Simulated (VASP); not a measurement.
Data:

```
KCl
1.0
    0.00000     3.47816     3.47816
    3.47816     0.00000     3.47816
    3.47816     3.47816     0.00000
K Cl
1 1
Cartesian
  0.00000   0.00000   0.00000
  1.73908   1.73908   1.73908
```

The numbers are results of PBEsol GGA, VASP's PBE PAW potentials (set 64) (plane waves; VASP), not measurements. Run with 400 eV cut-off, Gaussian smearing of 0.050 eV, potentials K_sv Cl.

Give the energies of bands 6 to 11 at the high-symmetry points, in eV from the valence-band maximum.

```json
[
 {"band": "6", "Γ": "-0.05", "X": "-0.43", "U": "-0.32", "L": "-0.36", "W": "-0.25"},
 {"band": "7", "Γ": "-0.05", "X": "0.00", "U": "-0.11", "L": "-0.02", "W": "-0.19"},
 {"band": "8", "Γ": "-0.05", "X": "0.00", "U": "0.00", "L": "-0.02", "W": "-0.01"},
 {"band": "9", "Γ": "4.84", "X": "6.75", "U": "6.94", "L": "7.35", "W": "6.95"},
 {"band": "10", "Γ": "9.38", "X": "7.71", "U": "7.76", "L": "7.53", "W": "7.71"},
 {"band": "11", "Γ": "9.38", "X": "10.05", "U": "9.51", "L": "8.99", "W": "9.93"}
]
```

The gap is indirect, 4.84 eV, from the valence maximum at X to the conduction minimum at Γ.

The structure was generated: KCl was put into the zinc blende type (F-43m), which need not be its known phase. It was relaxed first.
